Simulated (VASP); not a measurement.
# RuBr2 (Fm-3m) in VASP: settings compared

Aim: see how the results for RuBr2 move with the level of theory and the settings. Levels: r2SCAN, r2SCAN+U. Tasks: single point.

Everything below comes from runs of VASP 6.6.1. Logs are shortened: lines on timing, memory, paths and dates and some standing lists are left out, and cuts for length are marked.

### 1 The structure

The structure is cubic, space group Fm-3m (No. 225). Conventional cell: a = 6.508 Å, b = 6.508 Å, c = 6.508 Å, α = 90.00°, β = 90.00°, γ = 90.00°. Br (site symmetry -43m) is surrounded by 4 Ru at 2.82 Å. Around Ru (site symmetry m-3m) lie 8 Br at 2.82 Å.

The cell was built by a generator and needn't be a form met in nature.

### 2 Single point, r2SCAN

Input file POSCAR:

```
RuBr2
1.0
    0.0000000000      3.2540503300      3.2540503300
    3.2540503300      0.0000000000      3.2540503300
    3.2540503300      3.2540503300      0.0000000000
Br Ru
2 1
Direct
    0.2500000000      0.2500000000      0.2500000000
    0.7500000000      0.7500000000      0.7500000000
    0.0000000000      0.0000000000      0.0000000000
```

Input file INCAR.step1:

```
SYSTEM = RuBr2
PREC     = Accurate       ! precision mode
ENCUT    = 520            ! plane-wave cutoff, eV
ISMEAR   = 0              ! smearing method
SIGMA    = 0.05           ! smearing width, eV
LREAL    = .FALSE.        ! projectors in reciprocal space
LASPH    = .TRUE.         ! aspherical terms in the spheres
NELM     = 100            ! most SCF steps
NBANDS   = 21             ! bands
GGA      = PE             ! functional
ALGO     = Normal         ! electronic algorithm
EDIFF    = 1E-4           ! SCF threshold, eV
LWAVE    = .TRUE.         ! write WAVECAR
LCHARG   = .FALSE.        ! write CHGCAR
```

Input file INCAR.step2:

```
SYSTEM = RuBr2
PREC     = Accurate       ! precision mode
ENCUT    = 520            ! plane-wave cutoff, eV
EDIFF    = 1E-7           ! SCF threshold, eV
ISMEAR   = 0              ! smearing method
SIGMA    = 0.05           ! smearing width, eV
LREAL    = .FALSE.        ! projectors in reciprocal space
LASPH    = .TRUE.         ! aspherical terms in the spheres
NELM     = 100            ! most SCF steps
ALGO     = Normal         ! electronic algorithm
ISIF     = 2              ! what is computed and relaxed
LWAVE    = .FALSE.        ! write WAVECAR
LCHARG   = .TRUE.         ! write CHGCAR
METAGGA  = R2SCAN         ! meta-GGA
LMIXTAU  = .TRUE.       
LELF     = .TRUE.         ! ELF
LVHAR    = .TRUE.       
NBANDS   = 21             ! bands
ISTART   = 1
```

Input file KPOINTS:

```
regular mesh
0
G
  5 5 5
  0 0 0
```

Potentials or basis: VASP PAW PBE potentials, release 64 (Br, Ru_pv).

Command:

```bash
$ cat potpaw_PBE.64/Br/POTCAR potpaw_PBE.64/Ru_pv/POTCAR > POTCAR
$ cp INCAR.step1 INCAR
$ mpirun -np 1 vasp_std > vasp.out
$ cp INCAR.step2 INCAR
$ mpirun -np 1 vasp_std > vasp.out
```

OUTCAR:

```text
SYSTEM = RuBr2
   PREC = Accurate
   ENCUT = 520
   EDIFF = 1E-7
   ISMEAR = 0
   LREAL = .FALSE.
   LASPH = .TRUE.
   NELM = 100
   ISIF = 2
   METAGGA = R2SCAN
   ISTART = 1

 ion  position               nearest neighbor table
   1  0.250  0.250  0.250-   3 2.82   3 2.82   3 2.82   3 2.82
   2  0.750  0.750  0.750-   3 2.82   3 2.82   3 2.82   3 2.82
   3  0.000  0.000  0.000-   2 2.82   2 2.82   2 2.82   1 2.82   2 2.82   1 2.82   1 2.82   1 2.82

  LATTYP: Found a face centered cubic cell.
 ALAT       =     6.5081006600

  Lattice vectors:

 A1 = (   0.0000000000,   3.2540503300,   3.2540503300)
 A2 = (   3.2540503300,   0.0000000000,   3.2540503300)
 A3 = (   3.2540503300,   3.2540503300,   0.0000000000)

Analysis of symmetry for initial positions (statically):
=====================================================================
 Subroutine PRICEL returns:
 Original cell was already a primitive cell.

 Routine SETGRP: Setting up the symmetry group for a
 face centered cubic supercell.

 Subroutine GETGRP returns: Found 48 space group operations
 (whereof 48 operations were pure point group operations)
 out of a pool of 48 trial point group operations.

The static configuration has the point symmetry O_h .

Analysis of symmetry for dynamics (positions and initial velocities):
=====================================================================
 Subroutine PRICEL returns:
 Original cell was already a primitive cell.

 Routine SETGRP: Setting up the symmetry group for a
 face centered cubic supercell.

 Subroutine GETGRP returns: Found 48 space group operations
 (whereof 48 operations were pure point group operations)
 out of a pool of 48 trial point group operations.

The dynamic configuration has the point symmetry O_h .

 Subroutine INISYM returns: Found 48 space group operations
 (whereof 48 operations are pure point group operations),
 and found     1 'primitive' translations

----------------------------------------------------------------------------------------

                                     Primitive cell

  volume of cell :      68.9133

  direct lattice vectors                    reciprocal lattice vectors
     0.000000000  3.254050330  3.254050330    -0.153654661  0.153654661  0.153654661
     3.254050330  0.000000000  3.254050330     0.153654661 -0.153654661  0.153654661
     3.254050330  3.254050330  0.000000000     0.153654661  0.153654661 -0.153654661

  length of vectors
     4.601922109  4.601922109  4.601922109     0.266137679  0.266137679  0.266137679

  position of ions in fractional coordinates (direct lattice)
     0.250000000  0.250000000  0.250000000
     0.750000000  0.750000000  0.750000000
     0.000000000  0.000000000  0.000000000

  ion indices of the primitive-cell ions
   primitive index   ion index
                 1           1
                 2           2
                 3           3

----------------------------------------------------------------------------------------

 KPOINTS: regular mesh

Automatic generation of k-mesh.
 Grid dimensions read from file:
 generate k-points for:    5    5    5

 Generating k-lattice:

  Cartesian coordinates                     Fractional coordinates (reciprocal lattice)
    -0.030730932  0.030730932  0.030730932     0.200000000  0.000000000  0.000000000
     0.030730932 -0.030730932  0.030730932     0.000000000  0.200000000  0.000000000
     0.030730932  0.030730932 -0.030730932     0.000000000  0.000000000  0.200000000

  Length of vectors
     0.053227536  0.053227536  0.053227536

  Shift w.r.t. Gamma in fractional coordinates (k-lattice)
     0.000000000  0.000000000  0.000000000

 Subroutine IBZKPT returns following result:
 ===========================================

 Found     10 irreducible k-points:

 Following reciprocal coordinates:
            Coordinates               Weight
  0.000000  0.000000  0.000000      1.000000
  0.200000  0.000000  0.000000      8.000000
  0.400000  0.000000  0.000000      8.000000
  0.200000  0.200000  0.000000      6.000000
  0.400000  0.200000  0.000000     24.000000
 -0.400000  0.200000  0.000000     24.000000
 -0.200000  0.200000  0.000000     12.000000
  0.400000  0.400000  0.000000      6.000000
 -0.400000  0.400000  0.000000     12.000000
 -0.400000  0.400000  0.200000     24.000000
   k-points           NKPTS =     10   k-points in BZ     NKDIM =     10   number of bands    NBANDS=     21
   number of dos      NEDOS =    301   number of ions     NIONS =      3
   total plane-waves  NPLWV =  46656
   dimension x,y,z NGX =    36 NGY =   36 NGZ =   36
   dimension x,y,z NGXF=    72 NGYF=   72 NGZF=   72
   ions per type =               2   1
   NGX,Y,Z   is equivalent  to a cutoff of  13.01, 13.01, 13.01 a.u.
   NGXF,Y,Z  is equivalent  to a cutoff of  26.01, 26.01, 26.01 a.u.
 SYSTEM =  RuBr2
   PREC   = accura    normal or accurate (medium, high low for compatibility)
   ISTART =      1    job   : 0-new  1-cont  2-samecut
   ICHARG =      0    charge: 1-file 2-atom 10-const
   ISPIN  =      1    spin polarized calculation?
   LNONCOLLINEAR =      F non collinear calculations
   LSORBIT =      F    spin-orbit coupling
   LASPH  =      T    aspherical Exc in radial PAW
   ENCUT  =  520.0 eV  38.22 Ry    6.18 a.u.   8.56  8.56  8.56*2*pi/ulx,y,z
   NELM   =    100;   NELMIN=  2; NELMDL=  0     # of ELM steps
   EDIFF  = 0.1E-06   stopping-criterion for ELM
   LREAL  =      F    real-space projection
   EDIFFG = 0.1E-05   stopping-criterion for IOM
   NSW    =      0    number of steps for IOM
   IBRION =     -1    ionic relax: 0-MD 1-quasi-New 2-CG
   NFREE  =      0    steps in history (QN), initial steepest desc. (CG)
   ISIF   =      2    stress and relaxation
   ISYM   =      2    0-nonsym 1-usesym 2-fastsym
   POTIM  = 0.5000    time-step for ionic-motion
   TEBEG  =    0.0;   TEEND  =   0.0 temperature during run
   PSTRESS=    0.0 pullay stress
   NELECT =      28.0000    total number of electrons
   NUPDOWN=      -1.0000    fix difference up-down
   EMIN   =  10.00;   EMAX   =-10.00  energy-range for DOS
   EFERMI =   0.00;   METHOD = LEGACY
   ISMEAR =     0;   SIGMA  =   0.05  broadening in eV -4-tet -1-fermi 0-gaus
   EFERMI_NEDOS =   21; number of points for ismear=-14 and -15
   IALGO  =     38    algorithm
   IMIX   =      4    mixing-type and parameters
     AMIX     =   0.40;   BMIX     =  1.00
     AMIX_MAG =   1.60;   BMIX_MAG =  1.00
  volume/ion in A,a.u.               =      22.97       155.02
  Fermi-wavevector in a.u.,A,eV,Ry     =   1.212532  2.291353 20.003749  1.470234
  Thomas-Fermi vector in A             =   2.348013
   LORBIT       =      0    0 simple, 1 ext, 2 COOP (PROOUT), +10 PAW based schemes
   METAGGA = R2SCAN    functional components
   LHFCALC =     F    Hartree Fock is set to
   AEXX    =    0.0000 exact exchange contribution
   IVDW    =     0    specifies the selected vdW correction
   LEPSILON=     F    determine dielectric tensor
   LRPA    =     F    only Hartree local field effects (RPA)
 non-spin polarized calculation
 Gauss-broadening in eV      SIGMA  =   0.05
  energy-cutoff  :      520.00
  volume of cell :       68.91
 maximum number of plane-waves:      1875
 NGX is ok and might be reduce to    36
   NGX = 17   NGY = 17   NGZ = 17

 number of electron      28.0000004 magnetization

 Free energy of the ion-electron system (eV)
  ---------------------------------------------------
  ext. energy  EPLUGINS =         0.00000000
  ---------------------------------------------------
  free energy    TOTEN  =       -50.61825518 eV

  energy without entropy =      -50.61602243  energy(sigma->0) =      -50.61713881

 E-fermi :   4.9314     XC(G=0): -10.5880

 val. band max:        4.8433369351   @ k =   0.4000   0.4000   0.0000
 cond. band min:       4.9548693547   @ k =  -0.2000   0.2000   0.0000
 fundamental gap:      0.1115324196
 Fermi energy:         4.9313768732

 k-point     1 :       0.0000    0.0000    0.0000
  band No.  band energies     occupation
      1     -38.7954      2.00000
      2     -38.7954      2.00000
      3     -38.7954      2.00000
      4     -12.7667      2.00000
      5     -10.6657      2.00000
      6      -1.0774      2.00000
[... 13 lines left out ...]
     20       9.7162      0.00000
     21      13.5451      0.00000

 k-point     2 :       0.2000    0.0000    0.0000
  band No.  band energies     occupation
      1     -38.7963      2.00000
      2     -38.7956      2.00000
      3     -38.7956      2.00000
      4     -12.5674      2.00000
      5     -10.8973      2.00000
      6      -0.8783      2.00000
[... 13 lines left out ...]
     20      10.5718      0.00000
     21      14.0974      0.00000

 k-point     3 :       0.4000    0.0000    0.0000
  band No.  band energies     occupation
      1     -38.7979      2.00000
      2     -38.7958      2.00000
      3     -38.7958      2.00000
      4     -12.0617      2.00000
      5     -11.4335      2.00000
      6      -0.4109      2.00000
[... 13 lines left out ...]
     20      12.4771      0.00000
     21      15.1011      0.00000
[... 121 lines left out ...]
 k-point     9 :      -0.4000    0.4000    0.0000
  band No.  band energies     occupation
      1     -38.7979      2.00000
      2     -38.7968      2.00000
      3     -38.7962      2.00000
      4     -11.8509      2.00000
      5     -11.5114      2.00000
      6      -2.1017      2.00000
[... 13 lines left out ...]
     20      13.9438      0.00000
     21      14.2627      0.00000

 k-point    10 :      -0.4000    0.4000    0.2000
  band No.  band energies     occupation
      1     -38.7976      2.00000
      2     -38.7969      2.00000
      3     -38.7962      2.00000
      4     -11.8508      2.00000
      5     -11.5417      2.00000
      6      -1.6716      2.00000
[... 13 lines left out ...]
     20      13.8660      0.00000
     21      14.6300      0.00000

------------------------ aborting loop because EDIFF is reached ----------------------------------------

  FORCE on cell =-STRESS in cart. coord.  units (eV):
  Direction    XX          YY          ZZ          XY          YZ          ZX
  --------------------------------------------------------------------------------------
  -------------------------------------------------------------------------------------
  Total       -1.9118226     -1.9118226     -1.9118226      0.0000000      0.0000000     -0.0000000
  in kB      -44.4483242    -44.4483242    -44.4483242      0.0000000      0.0000000     -0.0000000
  external PRESSURE =     -44.4483242 kB  Pullay stress =       0.0000000 kB

 VOLUME and BASIS-vectors are now :
 -----------------------------------------------------------------------------
  energy-cutoff  :      520.00
  volume of cell :       68.91
      direct lattice vectors                 reciprocal lattice vectors
     0.000000000  3.254050330  3.254050330    -0.153654661  0.153654661  0.153654661
     3.254050330  0.000000000  3.254050330     0.153654661 -0.153654661  0.153654661
     3.254050330  3.254050330  0.000000000     0.153654661  0.153654661 -0.153654661

 POSITION                                       TOTAL-FORCE (eV/Angst)
 -----------------------------------------------------------------------------------
      1.62703      1.62703      1.62703         0.000000      0.000000      0.000000
      4.88108      4.88108      4.88108        -0.000000     -0.000000     -0.000000
      0.00000      0.00000      0.00000        -0.000000      0.000000     -0.000000
 -----------------------------------------------------------------------------------
    total drift:                               -0.000000      0.000000      0.000000

  FREE ENERGIE OF THE ION-ELECTRON SYSTEM (eV)
  ---------------------------------------------------
  free  energy   TOTEN  =       -50.6182551791 eV

  energy  without entropy=      -50.6160224342  energy(sigma->0) =      -50.61713881
```

Run time: 48 s. Hardware: 1 thread of Intel Xeon Platinum 8375C at 2.90GHz (Ice Lake), shared host; peak memory 0.21 GiB.

Results:

```yaml
Free_energy: -50.6183 eV
Pressure: -4.4 GPa
Band_gap_on_the_k_mesh: none (metal or under the smearing width)
```

Caveat: the PAW data sets were made with another functional, which shifts forces and pressure a little.

### 3 Single point, r2SCAN

POSCAR is that of step 2.

Input file INCAR.step1:

```
SYSTEM = RuBr2
PREC = Accurate
ENCUT = 520
ISMEAR = 0
SIGMA = 0.05
LREAL = .FALSE.
LASPH = .TRUE.
NELM = 100
NBANDS = 21
GGA = PE
ALGO = Normal
EDIFF = 1E-4
LWAVE = .TRUE.
LCHARG = .FALSE.
```

Input file INCAR.step2:

```
SYSTEM = RuBr2
PREC = Accurate
ENCUT = 520
EDIFF = 1E-6
ISMEAR = 0
SIGMA = 0.05
LREAL = .FALSE.
LASPH = .TRUE.
NELM = 100
ALGO = Normal
ISIF = 2
LWAVE = .FALSE.
LCHARG = .FALSE.
METAGGA = R2SCAN
LMIXTAU = .TRUE.
NBANDS = 21
ISTART = 1
```

Input file KPOINTS:

```
Automatic mesh
0
G
  5 5 5
  0 0 0
```

Potentials or basis: VASP PAW PBE potentials, release 64 (Br, Ru_pv).

Command:

```bash
$ cat potpaw_PBE.64/Br/POTCAR potpaw_PBE.64/Ru_pv/POTCAR > POTCAR
$ cp INCAR.step1 INCAR
$ mpirun -np 1 vasp_std > vasp.out
$ cp INCAR.step2 INCAR
$ mpirun -np 1 vasp_std > vasp.out
```

Run time: 41 s. Hardware: 1 thread of Intel Xeon Platinum 8375C at 2.90GHz (Ice Lake), shared host; peak memory 0.21 GiB.

It converged, with:

```
Free energy            : -50.6182 eV
Pressure               : -4.4 GPa
Band gap on the k mesh : none (metal or under the smearing width)
```

Levels at points of the mesh, in eV from the Fermi level:
```csv
k point,band 12,band 13,band 14,band 15,band 16,band 17
"(0.00, 0.00, 0.00)",-1.55,-1.55,0.92,0.92,0.92,2.78
```

Caveat: the PAW data sets were made with another functional, which shifts forces and pressure a little.

### 4 Single point, r2SCAN+U

POSCAR is that of step 3.

Input file INCAR.step1:

```
  PREC = Accurate
  ENCUT = 520
  ISMEAR = 0
  SIGMA = 0.05
  LREAL = False
  LASPH = True
  NELM = 150
  LMAXMIX = 4
  LDAU = True
  LDAUTYPE = 2
  LDAUL = -1 2
  LDAUU = 0 4
  LDAUJ = 0 0
  NBANDS = 21
  GGA = PE
  ALGO = Normal
  EDIFF = 1E-4
  LWAVE = True
  LCHARG = False
```

Input file INCAR.step2:

```
  PREC = Accurate
  ENCUT = 520
  EDIFF = 1E-6
  ISMEAR = 0
  SIGMA = 0.05
  LREAL = False
  LASPH = True
  NELM = 150
  ALGO = Normal
  ISIF = 2
  LWAVE = False
  LCHARG = True
  LMAXMIX = 4
  LDAU = True
  LDAUTYPE = 2
  LDAUL = -1 2
  LDAUU = 0 4
  LDAUJ = 0 0
  LDAUPRINT = 1
  METAGGA = R2SCAN
  LMIXTAU = True
  LELF = True
  LVHAR = True
  NBANDS = 21
  ISTART = 1
```

Input file KPOINTS:

```
regular mesh
0
Gamma
  5 5 5
```

Command:

```bash
$ cat potpaw_PBE.64/Br/POTCAR potpaw_PBE.64/Ru_pv/POTCAR > POTCAR
$ cp INCAR.step1 INCAR
$ mpirun -np 1 vasp_std > vasp.out
$ cp INCAR.step2 INCAR
$ mpirun -np 1 vasp_std > vasp.out
```

It took 42 s on 1 thread of Intel Xeon Platinum 8375C at 2.90GHz (Ice Lake), shared host; peak memory 0.21 GiB.

It converged, with:

```yaml
Free_energy: -46.5387 eV
Pressure: -2.3 GPa
Band_gap_on_the_k_mesh: none (metal or under the smearing width)
```

Levels at points of the mesh, in eV from the Fermi level:
| k point | band 10 | band 11 | band 12 | band 13 | band 14 | band 15 | band 16 | band 17 | band 18 | band 19 |
| --- | --- | --- | --- | --- | --- | --- | --- | --- | --- | --- |
| (0.00, 0.00, 0.00) | -2.86 | -2.77 | -2.77 | -2.77 | 1.01 | 1.01 | 1.01 | 2.65 | 4.63 | 4.63 |

Eigenvalues of the final occupation matrices:
```csv
site,spin,trace,eigenvalues
site 3 d,1,3.04,0.44 0.44 0.44 0.86 0.86
site 3 d,2,3.04,0.44 0.44 0.44 0.86 0.86
```

Caveat: the PAW data sets were made with another functional, which shifts forces and pressure a little; U without spin polarisation on a metal has little footing.
